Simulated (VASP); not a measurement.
Here is the system:

```
MoTe2
1.0
    1.81666    -3.14655     0.00000
    1.81666     3.14655     0.00000
    0.00000     0.00000    15.08771
Te Mo
4 2
Cartesian
  1.81666   1.04885  13.16151
  1.81666  -1.04885   5.61766
  1.81666  -1.04885   1.92620
  1.81666   1.04885   9.47005
  1.81666   1.04885   3.77193
  1.81666  -1.04885  11.31578
```

The numbers are results of PW91 GGA, VASP's PBE PAW potentials (set 64) (plane waves; VASP), not measurements. Numerical set-up: 520 eV cut-off, 7×7×2 Γ-centred mesh, Gaussian smearing of 0.050 eV, potentials Te Mo_sv.

Without a dispersion term in the relaxation, distances and binding between the weakly bound layers, chains or molecules are unreliable, and so is what depends on them.

The ions and cell shape at fixed volume are relaxed. Give the cell that the relaxation ends in.

```
MoTe2
1.0
    1.78361    -3.08930     0.00000
    1.78361     3.08930     0.00000
    0.00000     0.00000    15.65211
Te Mo
4 2
Direct
  0.33333   0.66667   0.86556
  0.66667   0.33333   0.36556
  0.66667   0.33333   0.13444
  0.33333   0.66667   0.63444
  0.33333   0.66667   0.25000
  0.66667   0.33333   0.75000
```
Space group P6_3/mmc (194), at a tolerance of 0.03 Å.

How much energy does the relaxation gain?

The energy (σ→0) changes by -22.8 meV/atom, in 7 ionic steps.

```json
[
 {"step": "1", "E(σ→0) (eV)": "-35.9447", "max force (eV/Å)": "0.728", "pressure (GPa)": "-4.41", "volume (Å³)": "172.49"},
 {"step": "2", "E(σ→0) (eV)": "-36.0114", "max force (eV/Å)": "0.238", "pressure (GPa)": "-2.76", "volume (Å³)": "172.49"},
 {"step": "3", "E(σ→0) (eV)": "-36.0146", "max force (eV/Å)": "0.101", "pressure (GPa)": "-2.30", "volume (Å³)": "172.49"},
 {"step": "4", "E(σ→0) (eV)": "-36.0465", "max force (eV/Å)": "0.060", "pressure (GPa)": "-1.68", "volume (Å³)": "172.49"},
 {"step": "5", "E(σ→0) (eV)": "-36.0807", "max force (eV/Å)": "0.058", "pressure (GPa)": "0.05", "volume (Å³)": "172.49"},
 {"step": "6", "E(σ→0) (eV)": "-36.0809", "max force (eV/Å)": "0.046", "pressure (GPa)": "-0.28", "volume (Å³)": "172.49"},
 {"step": "7", "E(σ→0) (eV)": "-36.0812", "max force (eV/Å)": "0.001", "pressure (GPa)": "-0.13", "volume (Å³)": "172.49"}
]
```

The compound is MoTe2 in the 2H layered structure. This cell is one point of a volume scan, at 1.06 of the reference volume. Symmetry was kept, so distortions that lower it aren't found.
